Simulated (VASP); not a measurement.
# Na2Sb with SCAN: from relaxation to properties, part 2 of 5

Aim: relax Na2Sb, then compute properties on the relaxed cell. The cell is generated by rule, not measured, and may not be a known phase. Left out of this account: at least 8 further runs (self-consistent run: it repeats an earlier run and gave the same numbers; phonons: its modes failed a check).

VASP 6.6.1; SCAN; plane waves and PAW (Na_pv, Sb); invented cell.

Still holding for the runs below: This run has no spin polarisation. Its electron count is odd, so without a moment it is a metal by construction. The k-mesh is coarse for a metal.

So far. Step 2 (Rough relaxation of the start cell): It ends with forces that vanish by symmetry and a pressure of -0.05 GPa.

## 3. Relaxing cell and atoms (SCAN)

Properties are meant for the cell that this level of theory prefers, so cell and atoms are relaxed first (ISIF = 3) until forces and stress are small; EDIFFG sets the threshold.

INCAR

```
SYSTEM = Na2Sb
PREC = Accurate
ENCUT = 400
EDIFF = 1E-06
NELM = 100
ISMEAR = 1
SIGMA = 0.2
LREAL = .FALSE.
ALGO = Normal
METAGGA = SCAN
LASPH = .TRUE.
NBANDS = 15
LORBIT = 11
LWAVE = .FALSE.
LCHARG = .FALSE.
IBRION = 2
NSW = 60
ISIF = 3
EDIFFG = -0.01
```

POSCAR

```
Na2Sb
1.0
    5.1562563099      0.0000000000      0.0000000000
   -2.5781281549      4.4654489534      0.0000000000
    0.0000000000      0.0000000000      3.2815784361
Na Sb
2 1
Direct
    0.3333333300      0.6666666700      0.0000000000
    0.6666666700      0.3333333300      0.0000000000
    0.0000000000      0.0000000000      0.5000000000
```

KPOINTS

```
Automatic mesh
0
Gamma
5 5 6
0 0 0
```

Potentials, in the order of the species: Na_pv and Sb (PBE family, release 64).

On the command line:

```sh
$ mpirun -np 1 vasp_std
```

Log:

```text
[banner, memory and clock lines left out]
running    1 mpi-ranks, on    1 nodes
 distrk:  each k-point on    1 cores,    1 groups
 distr:  one band on    1 cores,    1 groups

 POSCAR found type information on POSCAR NaSb
 POSCAR found :  2 types and       3 ions
 [... a notice as in an earlier step ...]

 LDA part: xc-table for (None), standard interpolation
 POSCAR, INCAR and KPOINTS ok, starting setup
 FFT: planning ... GRIDC
 FFT: planning ... GRID_SOFT
 FFT: planning ... GRID
 WAVECAR not read
 entering main loop
       N       E                     dE             d eps       ncg     rms          rms(c)
DAV:   1     0.859020426426E+02    0.85902E+02   -0.87825E+03   600   0.107E+03
DAV:   2    -0.421548889994E+02   -0.12806E+03   -0.12593E+03   677   0.311E+02
DAV:   3    -0.483345696441E+02   -0.61797E+01   -0.61676E+01   740   0.785E+01
DAV:   4    -0.484234846575E+02   -0.88915E-01   -0.88906E-01   712   0.104E+01
DAV:   5    -0.484261869636E+02   -0.27023E-02   -0.27023E-02   814   0.171E+00    0.172E+00
DAV:   6    -0.470270757084E+02    0.13991E+01   -0.51486E-01   670   0.812E+00    0.124E+00
DAV:   7    -0.470081733147E+02    0.18902E-01   -0.22132E-01   600   0.429E+00    0.410E-01
DAV:   8    -0.470110938558E+02   -0.29205E-02   -0.83787E-03   740   0.842E-01    0.261E-01
DAV:   9    -0.470126060197E+02   -0.15122E-02   -0.29429E-03   649   0.575E-01    0.324E-02
DAV:  10    -0.470126156483E+02   -0.96286E-05   -0.11115E-04   761   0.105E-01    0.227E-02
DAV:  11    -0.470126928945E+02   -0.77246E-04   -0.47525E-05   670   0.731E-02    0.613E-03
DAV:  12    -0.470126971324E+02   -0.42379E-05   -0.24629E-06   803   0.150E-02    0.307E-03
DAV:  13    -0.470126904983E+02    0.66341E-05   -0.13157E-06   616   0.124E-02    0.732E-04
DAV:  14    -0.470126920321E+02   -0.15339E-05   -0.13922E-07   377   0.451E-03    0.215E-04
DAV:  15    -0.470126901957E+02    0.18365E-05   -0.25219E-08   342   0.159E-03    0.486E-05
DAV:  16    -0.470126899708E+02    0.22485E-06   -0.30106E-09   342   0.627E-04
   1 F= -.47012690E+02 E0= -.47012733E+02  d E =-.470127E+02
 curvature:   0.00 expect dE= 0.000E+00 dE for cont linesearch  0.000E+00
 trial: gam= 0.00000 g(F)=  0.346E-42 g(S)=  0.707E-02 ort = 0.000E+00 (trialstep = 0.100E+01)
 search vector abs. value=  0.707E-02
 bond charge predicted
       N       E                     dE             d eps       ncg     rms          rms(c)
DAV:   1    -0.470375443153E+02   -0.24854E-01   -0.67016E-01   754   0.132E+01    0.100E+00
DAV:   2    -0.470232723416E+02    0.14272E-01   -0.27635E-02   663   0.269E+00    0.534E-01
DAV:   3    -0.470182282947E+02    0.50440E-02   -0.97194E-03   705   0.149E+00    0.649E-02
DAV:   4    -0.470180790749E+02    0.14922E-03   -0.40059E-04   663   0.267E-01    0.356E-02
DAV:   5    -0.470180609058E+02    0.18169E-04   -0.72306E-05   733   0.139E-01    0.829E-03
DAV:   6    -0.470180713965E+02   -0.10491E-04   -0.18592E-06   641   0.137E-02    0.324E-03
DAV:   7    -0.470180825086E+02   -0.11112E-04   -0.57634E-07   429   0.733E-03    0.541E-04
DAV:   8    -0.470180838857E+02   -0.13771E-05   -0.12311E-07   342   0.243E-03    0.199E-04
DAV:   9    -0.470180843895E+02   -0.50381E-06   -0.20779E-08   321   0.187E-03
   2 F= -.47018084E+02 E0= -.47018109E+02  d E =-.539442E-02
[...]
3 F= -.47018390E+02 E0= -.47018414E+02  d E =-.569998E-02
[...]
4 F= -.47018376E+02 E0= -.47018401E+02  d E =-.568632E-02
 curvature:  -0.31 expect dE=-0.117E-04 dE for cont linesearch -0.768E-06
 ZBRENT: accuracy reached
 trial: gam=-0.01344 g(F)=  0.880E-43 g(S)=  0.380E-04 ort = 0.133E-03 (trialstep = 0.103E+01)
 search vector abs. value=  0.357E-04
 bond charge predicted
       N       E                     dE             d eps       ncg     rms          rms(c)
DAV:   1    -0.470184877057E+02   -0.11102E-03   -0.29709E-03   740   0.785E-01    0.625E-02
DAV:   2    -0.470184513706E+02    0.36335E-04   -0.10861E-04   691   0.149E-01    0.345E-02
DAV:   3    -0.470184333471E+02    0.18024E-04   -0.50675E-05   677   0.894E-02    0.437E-03
DAV:   4    -0.470184286484E+02    0.46987E-05   -0.30308E-06   677   0.223E-02    0.219E-03
DAV:   5    -0.470184231212E+02    0.55272E-05   -0.33159E-07   377   0.654E-03    0.436E-04
DAV:   6    -0.470184229863E+02    0.13490E-06   -0.42174E-08   363   0.204E-03
   5 F= -.47018423E+02 E0= -.47018445E+02  d E =-.466948E-04
 trial-energy change:   -0.000047  1 .order   -0.000025   -0.000037   -0.000013
 step:   1.1153(harm=  1.5831)  dis= 0.00000  next Energy=   -47.018424 (dE=-0.472E-04)
 reached required accuracy - stopping structural energy minimisation
```

It took 4 min on 1 MPI rank of Intel Xeon Platinum 8488C (Sapphire Rapids), shared host; peak memory 0.18 GiB.

OUTCAR, selected parts (step 3):

```text
  LATTYP: Found a hexagonal cell.
 ALAT       =     5.1562563099
 C/A-ratio  =     0.6364265542

The static configuration has the point symmetry D_6h.

 Found     20 irreducible k-points:

   k-points           NKPTS =     20   k-points in BZ     NKDIM =     20   number of bands    NBANDS=     15

   dimension x,y,z NGX =    36 NGY =   36 NGZ =   24
   dimension x,y,z NGXF=    72 NGYF=   72 NGZF=   48

   ENCUT  =  400.0 eV  29.40 Ry    5.42 a.u.   8.41  8.41  5.35*2*pi/ulx,y,z

   NELECT =      19.0000    total number of electrons

 E-fermi :   4.2883

 k-point     1 :       0.0000    0.0000    0.0000
  band No.  band energies     occupation
    ...
      6     -22.0991      2.00000
      7      -6.5056      2.00000
      8       2.0661      2.00000
      9       2.0661      2.00000
     10       4.2776      1.09012
     11       6.7982     -0.00000
     12       6.7987     -0.00000
     13       8.2830     -0.00000
     14       9.2731      0.00000
     15      11.6632      0.00000

 k-point     2 :       0.2000    0.0000    0.0000
  band No.  band energies     occupation
    ...
      5     -22.1177      2.00000
      6     -22.1012      2.00000
      7      -6.3992      2.00000
      8       0.9930      2.00000
      9       1.8701      2.00000
     10       5.2433     -0.00000
     11       6.6706     -0.00000
     12       7.5631     -0.00000
     13       8.3457      0.00000
     14      10.8085      0.00000
    ...

  Total       -0.0146258     -0.0146258     -0.0117822     -0.0000000     -0.0000000      0.0000000
  in kB       -0.3159995     -0.3159995     -0.2545612     -0.0000000     -0.0000000      0.0000000
  external PRESSURE =      -0.2955201 kB  Pullay stress =       0.0000000 kB

  energy-cutoff  :      400.00
  volume of cell :       74.16
      direct lattice vectors                 reciprocal lattice vectors
     5.137633937 -0.000000000 -0.000000000     0.194642128  0.112376685  0.000000000
    -2.568816968  4.449321505  0.000000000     0.000000000  0.224753369  0.000000000
    -0.000000000 -0.000000000  3.244040802     0.000000000 -0.000000000  0.308257529

 POSITION                                       TOTAL-FORCE (eV/Angst)
 -----------------------------------------------------------------------------------
     -0.00000      2.96621      0.00000         0.000000      0.000000      0.000000
      2.56882      1.48311      0.00000         0.000000     -0.000000     -0.000000
     -2.56882      4.44932      1.62202        -0.000000      0.000000      0.000000
 -----------------------------------------------------------------------------------
    total drift:                               -0.000000      0.000000      0.000000

  FREE ENERGIE OF THE ION-ELECTRON SYSTEM (eV)
  ---------------------------------------------------
  free  energy   TOTEN  =       -47.0184229863 eV

  energy  without entropy=      -47.0184883266  energy(sigma->0) =      -47.01844477

 total charge
# of ion       s       p       d       tot
------------------------------------------
    1        0.066   5.986   0.000   6.052
    2        0.066   5.986   0.000   6.052
    3        1.128   1.292   0.011   2.432
--------------------------------------------------
tot          1.260  13.264   0.011  14.536

[... 3 parts as in an earlier step ...]

[... 6 further parts left out ...]
```

CONTCAR:

```
Na2Sb
   1.00000000000000
     5.1376339365078394   -0.0000000000002082   -0.0000000000000000
    -2.5688169682042807    4.4493215049572079    0.0000000000000000
    -0.0000000000000000   -0.0000000000000000    3.2440408015734588
  Na              Sb
     2     1
Direct
     0.3333333300000021    0.6666666699999979    0.0000000000000000
     0.6666666699999979    0.3333333300000021    0.0000000000000000
     0.0000000000000000    1.0000000000000000    0.5000000000000000
```

The steps of the relaxation:

```tsv
step	energy less that of the first step (eV)	largest force (eV/Å)	pressure (GPa)	volume (Å³)
1	0.0000	0.0000	-0.67	75.56
2	-0.0054	0.0000	-0.22	74.41
3	-0.0057	0.0000	-0.02	74.19
4	-0.0057	0.0000	-0.05	74.22
5	-0.0057	0.0000	-0.03	74.16
```

```tsv
conventional cell, symmetrised	before	after	change
a (Å)	5.156	5.138	-0.4 %
b (Å)	5.156	5.138	-0.4 %
c (Å)	3.282	3.244	-1.1 %
volume (Å³/atom)	25.19	24.72	-1.9 %
```

Final coordinates:

```xyz
3
Lattice="5.1376 0.0000 0.0000 -2.5688 4.4493 0.0000 0.0000 0.0000 3.2440" Properties=species:S:1:pos:R:3 pbc="T T T"
Na    0.0000    2.9662    0.0000
Na    2.5688    1.4831    0.0000
Sb    0.0000    0.0000    1.6220
```

This step gave:

| Quantity | Value |
| --- | --- |
| irreducible k-points | 20 |
| free energy (TOTEN) | -47.02 eV |
| Fermi energy | 4.288 eV |
| pressure | -0.02955 GPa |
| SCF cycles over all ionic steps | 45 |

It ends with forces that vanish by symmetry and a pressure of -0.03 GPa.

## 4. Second relaxation

A relaxation keeps the plane waves of the cell it began with, so it is repeated from the new cell, on a basis made for it.

INCAR is that of step 3.

POSCAR

```
Na2Sb
1.0
    5.1376339365      0.0000000000      0.0000000000
   -2.5688169682      4.4493215050      0.0000000000
    0.0000000000      0.0000000000      3.2440408016
Na Sb
2 1
Direct
    0.3333333300      0.6666666700      0.0000000000
    0.6666666700      0.3333333300      0.0000000000
    0.0000000000      0.0000000000      0.5000000000
```

KPOINTS is that of step 3.

On the command line:

```sh
$ mpirun -np 1 vasp_std
```

Log:

```text
[... set-up lines as in an earlier step ...]
 entering main loop
       N       E                     dE             d eps       ncg     rms          rms(c)
DAV:   1     0.822341058919E+02    0.82234E+02   -0.87045E+03   600   0.107E+03
DAV:   2    -0.420240093068E+02   -0.12426E+03   -0.12259E+03   691   0.306E+02
DAV:   3    -0.483289165984E+02   -0.63049E+01   -0.62696E+01   761   0.780E+01
DAV:   4    -0.484132046709E+02   -0.84288E-01   -0.84262E-01   719   0.101E+01
DAV:   5    -0.484158550496E+02   -0.26504E-02   -0.26502E-02   734   0.168E+00    0.174E+00
DAV:   6    -0.470303608295E+02    0.13855E+01   -0.51982E-01   649   0.814E+00    0.126E+00
DAV:   7    -0.470123281336E+02    0.18033E-01   -0.22331E-01   600   0.429E+00    0.421E-01
DAV:   8    -0.470153879316E+02   -0.30598E-02   -0.83840E-03   754   0.841E-01    0.269E-01
DAV:   9    -0.470168709592E+02   -0.14830E-02   -0.29233E-03   649   0.578E-01    0.323E-02
DAV:  10    -0.470168477973E+02    0.23162E-04   -0.11842E-04   768   0.109E-01    0.218E-02
DAV:  11    -0.470168642701E+02   -0.16473E-04   -0.45779E-05   684   0.692E-02    0.693E-03
DAV:  12    -0.470168645369E+02   -0.26684E-06   -0.28688E-06   754   0.146E-02
   1 F= -.47016865E+02 E0= -.47016886E+02  d E =-.470169E+02
 curvature:   0.00 expect dE= 0.000E+00 dE for cont linesearch  0.000E+00
 trial: gam= 0.00000 g(F)=  0.361E-43 g(S)=  0.354E-04 ort = 0.000E+00 (trialstep = 0.100E+01)
 search vector abs. value=  0.354E-04
 reached required accuracy - stopping structural energy minimisation
```

Elapsed: 53 s, on 1 MPI rank; peak memory 0.17 GiB.

From OUTCAR (step 4):

```text
  LATTYP: Found a hexagonal cell.
 ALAT       =     5.1376339365
 C/A-ratio  =     0.6314270035

The static configuration has the point symmetry D_6h.

 Found     20 irreducible k-points:

   ENCUT  =  400.0 eV  29.40 Ry    5.42 a.u.   8.38  8.38  5.29*2*pi/ulx,y,z

   NELECT =      19.0000    total number of electrons

 E-fermi :   4.2883

 k-point     1 :       0.0000    0.0000    0.0000
  band No.  band energies     occupation
    ...
      6     -22.0986      2.00000
      7      -6.5052      2.00000
      8       2.0661      2.00000
      9       2.0662      2.00000
     10       4.2778      1.08876
     11       6.7982     -0.00000
     12       6.7987     -0.00000
     13       8.2827     -0.00000
     14       9.2730      0.00000
     15      11.6639      0.00000

 k-point     2 :       0.2000   -0.0000    0.0000
  band No.  band energies     occupation
    ...
      5     -22.1172      2.00000
      6     -22.1005      2.00000
      7      -6.3988      2.00000
      8       0.9931      2.00000
      9       1.8702      2.00000
     10       5.2434     -0.00000
     11       6.6706     -0.00000
     12       7.5631     -0.00000
     13       8.3454      0.00000
     14      10.8085      0.00000
    ...

  Total       -0.0275103     -0.0275103     -0.0261706     -0.0000000      0.0000000      0.0000000
  in kB       -0.5943787     -0.5943787     -0.5654331     -0.0000000      0.0000000      0.0000000
  external PRESSURE =      -0.5847301 kB  Pullay stress =       0.0000000 kB

  energy-cutoff  :      400.00
  volume of cell :       74.16
      direct lattice vectors                 reciprocal lattice vectors
     5.137633937  0.000000000  0.000000000     0.194642128  0.112376685  0.000000000
    -2.568816968  4.449321505  0.000000000     0.000000000  0.224753369  0.000000000
     0.000000000  0.000000000  3.244040802     0.000000000  0.000000000  0.308257529

 POSITION                                       TOTAL-FORCE (eV/Angst)
 -----------------------------------------------------------------------------------
     -0.00000      2.96621      0.00000         0.000000      0.000000      0.000000
      2.56882      1.48311      0.00000        -0.000000      0.000000     -0.000000
      0.00000      0.00000      1.62202        -0.000000      0.000000      0.000000
 -----------------------------------------------------------------------------------
    total drift:                               -0.000000      0.000000      0.000000

  FREE ENERGIE OF THE ION-ELECTRON SYSTEM (eV)
  ---------------------------------------------------
  free  energy   TOTEN  =       -47.0168645369 eV

  energy  without entropy=      -47.0169298262  energy(sigma->0) =      -47.01688630

 total charge
# of ion       s       p       d       tot
------------------------------------------
    1        0.066   5.986   0.000   6.052
    2        0.066   5.986   0.000   6.052
    3        1.128   1.293   0.011   2.432
--------------------------------------------------
tot          1.260  13.264   0.011  14.536

[... 5 parts as in an earlier step ...]

[... 6 further parts left out ...]
```

CONTCAR:

```
Na2Sb
   1.00000000000000
     5.1376339365000003    0.0000000000000000    0.0000000000000000
    -2.5688169682000002    4.4493215050000003    0.0000000000000000
     0.0000000000000000    0.0000000000000000    3.2440408016000002
  Na              Sb
     2     1
Direct
     0.3333333300000021    0.6666666699999979    0.0000000000000000
     0.6666666699999979    0.3333333300000021    0.0000000000000000
     0.0000000000000000    0.0000000000000000    0.5000000000000000
```

Little changed from the start: no atom moved by 0.005 Å and no cell edge by 0.1 %.

Numbers from this step:

```
pressure                        : -0.05847 GPa
SCF cycles over all ionic steps : 12
```

It ends with forces that vanish by symmetry and a pressure of -0.06 GPa. The volume moved by under 0.01 %: the run met its threshold at the first step.

## 5. Density, ELF and potential (SCAN)

The relaxed cell gets a fresh self-consistent run, on a basis set for its own volume, to fix the density and to check the remaining stress.

INCAR, as its differences from that of step 4:

```diff
@@ -14,6 +14,5 @@
 LWAVE = .FALSE.
-LCHARG = .FALSE.
-IBRION = 2
-NSW = 60
-ISIF = 3
-EDIFFG = -0.01
+LCHARG = .TRUE.
+ISIF = 2
+LELF = .TRUE.
+LVHAR = .TRUE.
```

POSCAR is that of step 4.

KPOINTS is that of step 4.

On the command line:

```sh
$ mpirun -np 1 vasp_std
```

Log:

```text
[... set-up lines as in an earlier step ...]
 entering main loop
       N       E                     dE             d eps       ncg     rms          rms(c)
[... 12 cycles as in an earlier step ...]
   1 F= -.47016865E+02 E0= -.47016886E+02  d E =0.652893E-04
```

It took 68 s on 1 MPI rank; peak memory 0.17 GiB.

OUTCAR, selected parts (step 5):

```text
   NELECT =      19.0000    total number of electrons

 E-fermi :   4.2883

[... 20 parts as in an earlier step ...]

[... 2 further parts left out ...]
```

Numbers from this step:

```yaml
scf_cycles: 12
```

Valence electrons inside each PAW sphere by angular momentum. Sphere charges, by row:

```tsv
atom	s (e)	p (e)	d (e)	tot (e)
Na1	0.066	5.986	0	6.052
Na2	0.066	5.986	0	6.052
Sb3	1.128	1.293	0.011	2.432
```

Electrostatic potential energy in the ab plane at fractional z = 0.000, with atoms of Na within 0.2 Å of it. With pseudopotentials it is smooth inside the atoms' cores, unlike the true potential.

Ten even steps from '_' (-27 eV) to '@' (2 eV), each cell a mean:
```
@@@@@@@@@@@@%%%%@@@@@@@@@@@@
@@@@@@@@%%##**%%%%@@@@@@@@@@
@@@@@@%%++----**%%@@@@@@@@@@
@@@@%%==..__..++%%@@@@@@@@@@
@@%%**::____::##@@@@@@@@@@@@
@@%%++..__::++%%@@@@%%%%%%@@
%%%%++--==**%%%%%%##++**%%%%
%%%%%%%%%%%%%%%%++::..--**%%
@@@@@@@@@@@@%%**::____--##@@
@@@@@@@@@@@@%%==____..++%%@@
@@@@@@@@@@@@%%--..::==%%@@@@
@@@@@@@@@@@@%%++++**%%@@@@@@
@@@@@@@@@@@@%%%%%%%%@@@@@@@@
@@@@@@@@@@@@%%%%@@@@@@@@@@@@
```
Columns run along a (5.1 Å; values clipped at the 3rd and 97th percentile), rows up along b (5.1 Å). Atoms in or near the plane, at fractional coordinates: Na at (0.33, 0.67), Na at (0.67, 0.33).

ELF in the ab plane at fractional z = 0.000, with atoms of Na within 0.2 Å of it. It is the smooth field of the valence electrons, not physical close to the nuclei.

Ten even steps from '0' (0.02) to '9' (0.45), each cell a mean:
```
99752000026899
87510120026899
75114673026788
52043153025666
20350061022222
00552540000000
00366300013300
00000000465720
11111103501610
44443106203402
77764106554115
88874103530157
99874100002579
99874100025789
```
Columns run along a (5.1 Å), rows up along b (5.1 Å). Atoms in or near the plane, at fractional coordinates: Na at (0.33, 0.67), Na at (0.67, 0.33).

Valence density in the ab plane at fractional z = 0.000, with atoms of Na within 0.2 Å of it. It is the smooth field of the valence electrons, not physical close to the nuclei.

Values in units of 1e0 e/Å³, 14 rows by 14 columns, each cell a mean:
```
0.2 0.1 0.1 0.1 0.0 0.0 0.0 0.0 0.0 0.1 0.1 0.1 0.1 0.2
0.1 0.1 0.1 0.1 0.1 0.1 0.2 0.1 0.1 0.1 0.1 0.1 0.1 0.1
0.1 0.1 0.1 0.1 0.8 2.1 1.6 0.3 0.1 0.1 0.1 0.1 0.1 0.1
0.1 0.1 0.1 1.1 5.2 7.6 3.6 0.3 0.1 0.1 0.1 0.1 0.1 0.1
0.0 0.0 0.4 3.7 9.6 8.8 2.5 0.1 0.0 0.0 0.1 0.1 0.1 0.1
0.0 0.1 0.6 4.0 6.5 3.5 0.4 0.0 0.0 0.0 0.1 0.1 0.1 0.0
0.0 0.1 0.3 1.1 1.1 0.3 0.0 0.0 0.0 0.1 0.3 0.3 0.1 0.0
0.0 0.0 0.1 0.1 0.1 0.0 0.0 0.0 0.4 2.5 3.6 1.6 0.2 0.0
0.0 0.0 0.1 0.1 0.0 0.0 0.0 0.3 3.5 8.8 7.6 2.1 0.1 0.0
0.1 0.1 0.1 0.1 0.1 0.0 0.1 1.1 6.5 9.6 5.2 0.8 0.1 0.0
0.1 0.1 0.1 0.1 0.1 0.1 0.1 1.1 4.0 3.7 1.1 0.1 0.1 0.1
0.1 0.1 0.1 0.1 0.1 0.1 0.1 0.3 0.6 0.4 0.1 0.1 0.1 0.1
0.2 0.2 0.1 0.1 0.1 0.0 0.0 0.1 0.1 0.0 0.1 0.1 0.1 0.1
0.2 0.2 0.1 0.1 0.1 0.0 0.0 0.0 0.0 0.0 0.1 0.1 0.1 0.2
```
Columns run along a (5.1 Å), rows up along b (5.1 Å). Atoms in or near the plane, at fractional coordinates: Na at (0.33, 0.67), Na at (0.67, 0.33).

In this run the pressure is -0.06 GPa, small enough to go on; single stress components reach 0.06 GPa.

(Continued in part 3 of 5.)

[Lines on the potential files, build, host, timing and source positions are cut from VASP's logs without a mark.]

[Logs are printed without paths, hosts, clocks, repeated set-up lines and the standing remarks that a program may print on its own settings, such as how far it seeks lower states.]

[Hosts, paths, dates, database ids (printed as entryN), source tags and the programs' standing remarks are cut or masked in the printed files.]

[A measured line is paired with the nearest computed mode of its activity, which favours agreement.]

[In band tables of VASP the shares of atoms and orbitals are scaled to a sum of 1 inside the atoms' spheres.]
